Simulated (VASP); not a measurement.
**HfMg2O4: relaxation of cell and atoms with PBE**

Crystal: HfMg2O4.

```
Mg Hf O
1.0
    -3.00883    3.00883    2.41561
     3.00883   -3.00883    2.41561
     3.00883    3.00883   -2.41561
Mg Hf O
2 1 4
Direct
  0.25000 0.75000 0.50000
  0.75000 0.25000 0.50000
  0.00000 0.00000 0.00000
  0.30272 0.30272 0.60545
  0.69728 0.69728 0.39455
  0.69728 0.30272 0.00000
  0.30272 0.69728 0.00000
```

The cell was built by a generator and needn't be a form met in nature.

```yaml
Program: VASP 6.6.1
Task: relaxation of cell and atoms
Functional: PBE
Potentials_or_basis: VASP PAW PBE potentials, release 64 (Mg, Hf_pv, O)
Cutoff: 520 eV
k_mesh: 4 × 4 × 4
Occupations: gaussian, width 0.15 eV
Spin: no spin polarisation
Further_INCAR_settings: PREC = Normal; ALGO = Fast; EDIFF = 0.0001; IBRION = 2; EDIFFG = -0.08; NSW = 24; ISIF = 3
```

| Quantity | Value |
| --- | --- |
| Relaxed volume | 11.97 Å³/atom |
| Relaxed cell | a = 4.775 Å, b = 4.775 Å, c = 4.775 Å, α = 109.17°, β = 109.17°, γ = 110.08° |
| Space group after relaxing (to 0.05 Å) | I4/mmm (No. 139) |
| Energy gained by relaxing | 1069.6 meV/atom |
| Ionic steps | 10 |
| Pressure after relaxing | 0.0 GPa |
| Largest force after relaxing | 0.033 eV/Å |
| Band gap on the k mesh | 1.22 eV, direct |

Forces on the atoms (eV/Å):
```
Mg   0.000  0.000  0.000
Mg   0.000  0.000  0.000
Hf   0.000  0.000  0.000
O   -0.023 -0.023  0.000
O    0.023  0.023  0.000
O   -0.023  0.023  0.000
O    0.023 -0.023  0.000
```

Stress tensor (GPa, compression positive):
```
 0.44  0.00  0.00
 0.00  0.44  0.00
 0.00  0.00 -0.99
```

The path:
| step | energy change (eV) | largest force (eV/Å) | pressure (GPa) | volume (Å³) |
| --- | --- | --- | --- | --- |
| 1 | 0.0000 | 3.2476 | -21.72 | 87.47 |
| 2 | -4.9377 | 3.6799 | 16.99 | 67.21 |
| 3 | -4.9517 | 3.2921 | 26.03 | 65.35 |
| 4 | -2.8476 | 9.6029 | 74.09 | 68.33 |
| 5 | -5.8739 | 0.0104 | 36.35 | 66.64 |
| 6 | -7.3901 | 0.8254 | -6.67 | 87.52 |
| 7 | -7.4593 | 0.6160 | -1.22 | 82.95 |
| 8 | -7.4594 | 0.6331 | -1.84 | 83.30 |
| 9 | -7.4781 | 0.3417 | 0.99 | 84.08 |
| 10 | -7.4873 | 0.0327 | -0.04 | 83.80 |

Final structure:
```cif
data_structure
_symmetry_space_group_name_H-M 'P 1'
_symmetry_Int_Tables_number 1
_cell_length_a 4.7750
_cell_length_b 4.7750
_cell_length_c 4.7750
_cell_angle_alpha 109.169
_cell_angle_beta 109.169
_cell_angle_gamma 110.078
_cell_volume 83.80
loop_
_atom_site_label
_atom_site_type_symbol
_atom_site_fract_x
_atom_site_fract_y
_atom_site_fract_z
_atom_site_occupancy
Mg1 Mg 0.25000 0.75000 0.50000 1
Mg2 Mg 0.75000 0.25000 0.50000 1
Hf1 Hf 0.00000 0.00000 0.00000 1
O1 O 0.25404 0.25404 0.50809 1
O2 O 0.74596 0.74596 0.49191 1
O3 O 0.74596 0.25404 0.00000 1
O4 O 0.25404 0.74596 0.00000 1
```

Levels at points of the mesh, in eV from the valence-band top:
| k point | band 17 | band 18 | band 19 | band 20 | band 21 | band 22 |
| --- | --- | --- | --- | --- | --- | --- |
| (0.00, 0.00, 0.00) | -0.59 | -0.30 | 0.00 | 1.22 | 4.14 | 4.74 |
| (0.50, 0.00, 0.00) | -1.64 | -1.22 | -0.07 | 2.31 | 4.49 | 4.59 |
| (0.50, 0.50, 0.00) | -0.97 | -0.69 | -0.34 | 2.37 | 3.66 | 4.99 |
| (0.50, 0.50, 0.50) | -0.75 | -0.24 | -0.24 | 2.70 | 3.35 | 3.35 |

Run time: 71 s on 1 thread of Intel(R) Xeon(R) 6975P-C (Granite Rapids), with other jobs on the host, peak memory 0.18 GiB.

Caveat: spin-orbit coupling is left out, which moves the levels of the heavy elements; the relaxation stopped at a loose force limit of 0.08 eV/Å, so its end isn't a converged minimum.
